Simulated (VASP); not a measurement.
# Cl3Ga in VASP: notebook

One molecule, Cl3Ga, is run at these levels: PBE, revPBE+D3(BJ); tasks: electron localisation function, relaxation of the atoms.

All numbers are computed with VASP 6.6.1; they aren't measurements. Logs are shortened: lines on timing, memory, paths and dates and some standing lists are left out, and cuts for length are marked.

### Step 1. The molecule as given

The cell holds a molecule in a box, 4 atoms: a = 11.000 Å, b = 13.000 Å, c = 13.000 Å, α = 90.00°, β = 90.00°, γ = 90.00°.

### Step 2. Electron localisation function, PBE

INCAR

```
PREC = Accurate
ENCUT = 520
EDIFF = 1E-6
ISMEAR = 0
SIGMA = 0.01
LREAL = False
LASPH = True
NELM = 60
ALGO = Normal
ISIF = 2
LWAVE = False
LCHARG = True
GGA = PE
LELF = True
```

KPOINTS

```
Automatic mesh
0
Gamma
  1 1 1
```

POSCAR

```
GaCl3
1.0
   11.0000000000      0.0000000000      0.0000000000
    0.0000000000     13.0000000000      0.0000000000
    0.0000000000      0.0000000000     13.0000000000
Cl Ga
3 1
Direct
    0.5739727300      0.5462115400      0.6202538500
    0.4869727300      0.3641807700      0.4187846200
    0.4283909100      0.6390500000      0.3849769200
    0.4964363600      0.5164807700      0.4746692300
```

Potentials or basis: VASP PAW PBE potentials, release 64 (Cl, Ga_d).

Started as:

```bash
> cat potpaw_PBE.64/Cl/POTCAR potpaw_PBE.64/Ga_d/POTCAR > POTCAR
> mpirun -np 1 vasp_gam > vasp.out
```

OUTCAR:

```text
PREC = Accurate
   ENCUT = 520
   EDIFF = 1E-6
   ISMEAR = 0
   LREAL = False
   LASPH = True
   NELM = 60
   ISIF = 2
   GGA = PE

 ion  position               nearest neighbor table
   1  0.574  0.546  0.620-   4 2.11
   2  0.487  0.364  0.419-   4 2.11
   3  0.428  0.639  0.385-   4 2.11
   4  0.496  0.516  0.475-   2 2.11   3 2.11   1 2.11

  LATTYP: Found a simple tetragonal cell.
 ALAT       =    13.0000000000
 C/A-ratio  =     0.8461538462

  Lattice vectors:

 A1 = (   0.0000000000,  13.0000000000,   0.0000000000)
 A2 = (   0.0000000000,   0.0000000000,  13.0000000000)
 A3 = (  11.0000000000,   0.0000000000,   0.0000000000)

Analysis of symmetry for initial positions (statically):
=====================================================================
 Subroutine PRICEL returns:
 Original cell was already a primitive cell.

 Routine SETGRP: Setting up the symmetry group for a
 simple tetragonal supercell.

 Subroutine GETGRP returns: Found  1 space group operations
 (whereof  1 operations were pure point group operations)
 out of a pool of 16 trial point group operations.

The static configuration has the point symmetry C_1 .

Analysis of symmetry for dynamics (positions and initial velocities):
=====================================================================
 Subroutine PRICEL returns:
 Original cell was already a primitive cell.

 Routine SETGRP: Setting up the symmetry group for a
 simple tetragonal supercell.

 Subroutine GETGRP returns: Found  1 space group operations
 (whereof  1 operations were pure point group operations)
 out of a pool of 16 trial point group operations.

The dynamic configuration has the point symmetry C_1 .

 Subroutine INISYM returns: Found  1 space group operations
 (whereof  1 operations are pure point group operations),
 and found     1 'primitive' translations

----------------------------------------------------------------------------------------

                                     Primitive cell

  volume of cell :    1859.0000

  direct lattice vectors                    reciprocal lattice vectors
    11.000000000  0.000000000  0.000000000     0.090909091  0.000000000  0.000000000
     0.000000000 13.000000000  0.000000000     0.000000000  0.076923077  0.000000000
     0.000000000  0.000000000 13.000000000     0.000000000  0.000000000  0.076923077

  length of vectors
    11.000000000 13.000000000 13.000000000     0.090909091  0.076923077  0.076923077
[... 61 lines left out ...]
   EDIFF  = 0.1E-05   stopping-criterion for ELM
   LREAL  =      F    real-space projection
   EDIFFG = 0.1E-04   stopping-criterion for IOM
   NSW    =      0    number of steps for IOM
   IBRION =     -1    ionic relax: 0-MD 1-quasi-New 2-CG
   NFREE  =      0    steps in history (QN), initial steepest desc. (CG)
   ISIF   =      2    stress and relaxation
   ISYM   =      2    0-nonsym 1-usesym 2-fastsym
   POTIM  = 0.5000    time-step for ionic-motion
   TEBEG  =    0.0;   TEEND  =   0.0 temperature during run
   PSTRESS=    0.0 pullay stress
   NELECT =      34.0000    total number of electrons
   NUPDOWN=      -1.0000    fix difference up-down
   EMIN   =  10.00;   EMAX   =-10.00  energy-range for DOS
   EFERMI =   0.00;   METHOD = LEGACY
   ISMEAR =     0;   SIGMA  =   0.01  broadening in eV -4-tet -1-fermi 0-gaus
   EFERMI_NEDOS =   21; number of points for ismear=-14 and -15
   IALGO  =     38    algorithm
   IMIX   =      4    mixing-type and parameters
     AMIX     =   0.40;   BMIX     =  1.00
     AMIX_MAG =   1.60;   BMIX_MAG =  1.00
  volume/ion in A,a.u.               =     464.75      3136.29
  Fermi-wavevector in a.u.,A,eV,Ry     =   0.431328  0.815092  2.531284  0.186044
  Thomas-Fermi vector in A             =   1.400419
   LORBIT       =      0    0 simple, 1 ext, 2 COOP (PROOUT), +10 PAW based schemes
   GGA     = PE    functional components
   LHFCALC =     F    Hartree Fock is set to
   AEXX    =    0.0000 exact exchange contribution
   IVDW    =     0    specifies the selected vdW correction
   LEPSILON=     F    determine dielectric tensor
   LRPA    =     F    only Hartree local field effects (RPA)
 non-spin polarized calculation
 Gauss-broadening in eV      SIGMA  =   0.01
  energy-cutoff  :      520.00
  volume of cell :     1859.00
 maximum number of plane-waves:     25047
 NGX is ok and might be reduce to    84
   NGX = 41   NGY = 49   NGZ = 49

 number of electron      34.0000003 magnetization

 Free energy of the ion-electron system (eV)
  ---------------------------------------------------
  ext. energy  EPLUGINS =         0.00000000
  ---------------------------------------------------
  free energy    TOTEN  =       -12.41457643 eV

  energy without entropy =      -12.41457643  energy(sigma->0) =      -12.41457643

 E-fermi :  -7.5423     XC(G=0):  -0.9098

 val. band max:       -7.6517045747   @ k =   0.0000   0.0000   0.0000
 cond. band min:      -2.7321715650   @ k =   0.0000   0.0000   0.0000
 fundamental gap:      4.9195330097
 Fermi energy:        -7.5422909346

 k-point     1 :       0.0000    0.0000    0.0000
  band No.  band energies     occupation
      1     -21.5177      2.00000
      2     -21.3510      2.00000
      3     -21.3506      2.00000
      4     -20.7276      2.00000
      5     -20.7275      2.00000
      6     -20.1497      2.00000
[... 13 lines left out ...]
     20      -0.1150      0.00000
     21       0.4519      0.00000

------------------------ aborting loop because EDIFF is reached ----------------------------------------

  FORCE on cell =-STRESS in cart. coord.  units (eV):
  Direction    XX          YY          ZZ          XY          YZ          ZX
  --------------------------------------------------------------------------------------
  -------------------------------------------------------------------------------------
  Total        0.0513511      0.3887510      0.3179402     -0.0419982      0.0200656      0.1657747
  in kB        0.0442569      0.3350447      0.2740164     -0.0361961      0.0172935      0.1428728
  external PRESSURE =       0.2177727 kB  Pullay stress =       0.0000000 kB

 VOLUME and BASIS-vectors are now :
 -----------------------------------------------------------------------------
  energy-cutoff  :      520.00
  volume of cell :     1859.00
      direct lattice vectors                 reciprocal lattice vectors
    11.000000000  0.000000000  0.000000000     0.090909091  0.000000000  0.000000000
     0.000000000 13.000000000  0.000000000     0.000000000  0.076923077  0.000000000
     0.000000000  0.000000000 13.000000000     0.000000000  0.000000000  0.076923077

 POSITION                                       TOTAL-FORCE (eV/Angst)
 -----------------------------------------------------------------------------------
      6.31370      7.10075      8.06330         0.055325      0.024847      0.121807
      5.35670      4.73435      5.44420        -0.007164     -0.126790     -0.046452
      4.71230      8.30765      5.00470        -0.048837      0.102434     -0.074774
      5.46080      6.71425      6.17070         0.000676     -0.000492     -0.000581
 -----------------------------------------------------------------------------------
    total drift:                                0.000578      0.001493     -0.000012

  FREE ENERGIE OF THE ION-ELECTRON SYSTEM (eV)
  ---------------------------------------------------
  free  energy   TOTEN  =       -12.4145764336 eV

  energy  without entropy=      -12.4145764336  energy(sigma->0) =      -12.41457643
```

OSZICAR:

```text
N       E                     dE             d eps       ncg     rms          rms(c)
DAV:   1     0.307852347528E+03    0.30785E+03   -0.10288E+04    50   0.103E+03
DAV:   2     0.942472370523E+02   -0.21361E+03   -0.20969E+03    68   0.191E+02
DAV:   3    -0.354673459643E+01   -0.97794E+02   -0.97558E+02    63   0.112E+02
[... 15 lines left out ...]
DAV:  19    -0.124145589559E+02   -0.35510E-04   -0.20041E-06    34   0.140E-02    0.239E-03
DAV:  20    -0.124145660522E+02   -0.70963E-05   -0.26006E-07    31   0.332E-03    0.186E-03
DAV:  21    -0.124145725582E+02   -0.65060E-05   -0.25448E-07    26   0.341E-03    0.811E-04
DAV:  22    -0.124145755311E+02   -0.29729E-05   -0.15936E-07    31   0.464E-03    0.455E-04
DAV:  23    -0.124145764336E+02   -0.90247E-06   -0.57292E-08    36   0.182E-03
   1 F= -.12414576E+02 E0= -.12414576E+02  d E =-.576150E-54
```

Wall time 1.7 min (1 thread of Intel Xeon 6975P-C (Granite Rapids), shared host); peak memory 1.3 GiB.

What came out:

```
Free energy                     : -12.4146 eV
Largest force                   : 0.136 eV/Å
Gap between the frontier levels : 4.92 eV
```

Forces on the atoms (eV/Å):
```
Cl   0.055  0.025  0.122
Cl  -0.007 -0.127 -0.046
Cl  -0.049  0.102 -0.075
Ga   0.001  0.000 -0.001
```

Levels at points of the mesh, in eV from the valence-band top:
```
           k point  band 14  band 15  band 16  band 17  band 18  band 19  band 20  band 21
(0.00, 0.00, 0.00)    -0.31    -0.31    -0.31     0.00     4.92     5.69     7.54     8.10
```

A hybrid or GW would open this gap; PBE tends to underestimate it.

### Step 3. Relaxation of the atoms, revPBE+D3(BJ)

INCAR

```
SYSTEM = GaCl3
  PREC = Accurate
  ENCUT = 520
  EDIFF = 1E-7
  ISMEAR = 0
  SIGMA = 0.01
  LREAL = .FALSE.
  LASPH = .TRUE.
  NELM = 100
  ALGO = Normal
  ISIF = 2
  LWAVE = .FALSE.
  LCHARG = .FALSE.
  GGA = RE
  IVDW = 12
  IBRION = 2
  NSW = 40
  EDIFFG = -0.005
```

KPOINTS

```
regular mesh
0
G
  1 1 1
  0 0 0
```

POSCAR is that of step 2.

Potentials or basis: VASP PAW PBE potentials, release 64 (Cl, Ga_d).

Started as:

```bash
> cat potpaw_PBE.64/Cl/POTCAR potpaw_PBE.64/Ga_d/POTCAR > POTCAR
> mpirun -np 1 vasp_gam > vasp.out
```

OUTCAR:

```text
SYSTEM = GaCl3
   PREC = Accurate
   ENCUT = 520
   EDIFF = 1E-7
   ISMEAR = 0
   LREAL = .FALSE.
   LASPH = .TRUE.
   NELM = 100
   ISIF = 2
   GGA = RE
   IVDW = 12
   IBRION = 2
   NSW = 40
   EDIFFG = -0.005
 IVDW          = 12

 ion  position               nearest neighbor table
   1  0.574  0.546  0.620-   4 2.11
   2  0.487  0.364  0.419-   4 2.11
   3  0.428  0.639  0.385-   4 2.11
   4  0.496  0.516  0.475-   2 2.11   3 2.11   1 2.11

  LATTYP: Found a simple tetragonal cell.
 ALAT       =    13.0000000000
 C/A-ratio  =     0.8461538462

  Lattice vectors:

 A1 = (   0.0000000000,  13.0000000000,   0.0000000000)
 A2 = (   0.0000000000,   0.0000000000,  13.0000000000)
 A3 = (  11.0000000000,   0.0000000000,   0.0000000000)

Analysis of symmetry for initial positions (statically):
=====================================================================
 Subroutine PRICEL returns:
 Original cell was already a primitive cell.

 Routine SETGRP: Setting up the symmetry group for a
 simple tetragonal supercell.

 Subroutine GETGRP returns: Found  1 space group operations
 (whereof  1 operations were pure point group operations)
 out of a pool of 16 trial point group operations.

The static configuration has the point symmetry C_1 .

Analysis of symmetry for dynamics (positions and initial velocities):
=====================================================================
 Subroutine PRICEL returns:
 Original cell was already a primitive cell.

 Routine SETGRP: Setting up the symmetry group for a
 simple tetragonal supercell.

 Subroutine GETGRP returns: Found  1 space group operations
 (whereof  1 operations were pure point group operations)
 out of a pool of 16 trial point group operations.

The dynamic configuration has the point symmetry C_1 .

 Subroutine INISYM returns: Found  1 space group operations
 (whereof  1 operations are pure point group operations),
 and found     1 'primitive' translations

----------------------------------------------------------------------------------------

                                     Primitive cell
[... 70 lines left out ...]
   NELM   =    100;   NELMIN=  2; NELMDL= -5     # of ELM steps
   EDIFF  = 0.1E-06   stopping-criterion for ELM
   LREAL  =      F    real-space projection
   EDIFFG = -.5E-02   stopping-criterion for IOM
   NSW    =     40    number of steps for IOM
   IBRION =      2    ionic relax: 0-MD 1-quasi-New 2-CG
   NFREE  =      1    steps in history (QN), initial steepest desc. (CG)
   ISIF   =      2    stress and relaxation
   ISYM   =      2    0-nonsym 1-usesym 2-fastsym
   POTIM  = 0.5000    time-step for ionic-motion
   TEBEG  =    0.0;   TEEND  =   0.0 temperature during run
   PSTRESS=    0.0 pullay stress
   NELECT =      34.0000    total number of electrons
   NUPDOWN=      -1.0000    fix difference up-down
   EMIN   =  10.00;   EMAX   =-10.00  energy-range for DOS
   EFERMI =   0.00;   METHOD = LEGACY
   ISMEAR =     0;   SIGMA  =   0.01  broadening in eV -4-tet -1-fermi 0-gaus
   EFERMI_NEDOS =   21; number of points for ismear=-14 and -15
   IALGO  =     38    algorithm
   IMIX   =      4    mixing-type and parameters
     AMIX     =   0.40;   BMIX     =  1.00
     AMIX_MAG =   1.60;   BMIX_MAG =  1.00
  volume/ion in A,a.u.               =     464.75      3136.29
  Fermi-wavevector in a.u.,A,eV,Ry     =   0.431328  0.815092  2.531284  0.186044
  Thomas-Fermi vector in A             =   1.400419
   LORBIT       =      0    0 simple, 1 ext, 2 COOP (PROOUT), +10 PAW based schemes
   GGA     = RE    functional components
   LHFCALC =     F    Hartree Fock is set to
   AEXX    =    0.0000 exact exchange contribution
   IVDW    =    12    specifies the selected vdW correction
   LEPSILON=     F    determine dielectric tensor
   LRPA    =     F    only Hartree local field effects (RPA)
 conjugate gradient relaxation of ions
 non-spin polarized calculation
 Gauss-broadening in eV      SIGMA  =   0.01
  energy-cutoff  :      520.00
  volume of cell :     1859.00
 maximum number of plane-waves:     25047
 NGX is ok and might be reduce to    84
   NGX = 41   NGY = 49   NGZ = 49

--------------------------------------- Ionic step        1  -------------------------------------------

 number of electron      34.0000003 magnetization

 Free energy of the ion-electron system (eV)
  ---------------------------------------------------
  ext. energy  EPLUGINS =         0.00000000
  ---------------------------------------------------
  free energy    TOTEN  =       -11.93529813 eV

  energy without entropy =      -11.93529813  energy(sigma->0) =      -11.93529813

------------------------ aborting loop because EDIFF is reached ----------------------------------------

 Edisp (eV)   -0.26267

 E8    (eV) :    -0.1843
[... 75 lines left out ...]
--------------------------------------- Ionic step        3  -------------------------------------------

 number of electron      34.0000002 magnetization

 Free energy of the ion-electron system (eV)
  ---------------------------------------------------
  ext. energy  EPLUGINS =         0.00000000
  ---------------------------------------------------
  free energy    TOTEN  =       -11.94310726 eV

  energy without entropy =      -11.94310726  energy(sigma->0) =      -11.94310726

 E-fermi :  -7.5334     XC(G=0):  -0.9463

 val. band max:       -7.6006431457   @ k =   0.0000   0.0000   0.0000
 cond. band min:      -2.7476139433   @ k =   0.0000   0.0000   0.0000
 fundamental gap:      4.8530292024
 Fermi energy:        -7.5334180281

 k-point     1 :       0.0000    0.0000    0.0000
  band No.  band energies     occupation
      1     -21.4385      2.00000
      2     -21.2776      2.00000
      3     -21.2775      2.00000
      4     -20.7102      2.00000
      5     -20.7101      2.00000
      6     -20.1174      2.00000
[... 48 lines left out ...]
  FREE ENERGIE OF THE ION-ELECTRON SYSTEM (eV)
  ---------------------------------------------------
  free  energy   TOTEN  =       -12.2030595252 eV

  energy  without entropy=      -12.2030595252  energy(sigma->0) =      -12.20305953

 reached required accuracy - stopping structural energy minimisation
```

CONTCAR:

```text
GaCl3
   1.00000000000000
    11.0000000000000000    0.0000000000000000    0.0000000000000000
     0.0000000000000000   13.0000000000000000    0.0000000000000000
     0.0000000000000000    0.0000000000000000   13.0000000000000000
  Cl              Ga
     3     1
Direct
     0.5745071731516791    0.5464150850229488    0.6212517876256182
     0.4869050561637545    0.3631399095699564    0.4184032408088887
     0.4279203923970394    0.6398891065589764    0.3843638258519118
     0.4964401082875207    0.5164789788481159    0.4746657657135788

  0.00000000E+00  0.00000000E+00  0.00000000E+00
  0.00000000E+00  0.00000000E+00  0.00000000E+00
  0.00000000E+00  0.00000000E+00  0.00000000E+00
  0.00000000E+00  0.00000000E+00  0.00000000E+00
```

Run time: 4.1 min. Hardware: 1 thread of Intel Xeon 6975P-C (Granite Rapids), shared host; peak memory 1.3 GiB.

Results:

| Quantity | Value |
| --- | --- |
| Free energy | -12.2031 eV |
| Energy gained by relaxing | 1.3 meV/atom |
| Ionic steps | 3 |
| Gap between the frontier levels | 4.85 eV |
| Dispersion energy per atom | -0.065 eV |

Step by step:
```tsv
step	energy change (eV)	largest force (eV/Å)	pressure (GPa)
1	0.0000	0.2405	0.04
2	-0.0049	0.0458	0.00
3	-0.0051	0.0017	0.00
```

Final structure:
```
CELL_PARAMETERS angstrom
11.00000 0.00000 0.00000
0.00000 13.00000 0.00000
0.00000 0.00000 13.00000
ATOMIC_POSITIONS crystal
Cl 0.57451 0.54642 0.62125
Cl 0.48691 0.36314 0.41840
Cl 0.42792 0.63989 0.38436
Ga 0.49644 0.51648 0.47467
```

Levels at points of the mesh, in eV from the valence-band top:
| k point | band 14 | band 15 | band 16 | band 17 | band 18 | band 19 | band 20 | band 21 |
| --- | --- | --- | --- | --- | --- | --- | --- | --- |
| (0.00, 0.00, 0.00) | -0.30 | -0.30 | -0.30 | 0.00 | 4.85 | 5.73 | 7.43 | 8.01 |

Caveat: the PAW data sets were made with another functional, which shifts forces and pressure a little. A hybrid or GW would open this gap; revPBE tends to underestimate it.

### Step 4. The reference run

An earlier run on the cell as given: functional PBE; potentials or basis VASP PAW PBE potentials, release 64 (Cl, Ga_d); cutoff 520 eV; k mesh 1 × 1 × 1; occupations gaussian, width 0.01 eV; no spin polarisation.

- Largest force: 0.136 eV/Å
- Gap between the frontier levels: 4.92 eV

### Step 5. Summary

```tsv
task	level	cell	gap on the mesh (eV)	largest force (eV/Å)
electron localisation function	PBE	as given	4.92	0.14
relaxation of the atoms	revPBE+D3(BJ)	atoms relaxed	4.85	-
single point	PBE	as given	4.92	0.14
```

Alike in all rows: potentials or basis VASP PAW PBE potentials, release 64 (Cl, Ga_d); no spin polarisation; k mesh 1 × 1 × 1; cutoff (eV) 520; smearing gaussian 0.01 eV.

Caveats: the PAW data sets were made with another functional, which shifts forces and pressure a little (some runs).

Absolute energies hang on the potentials; compare differences alone.
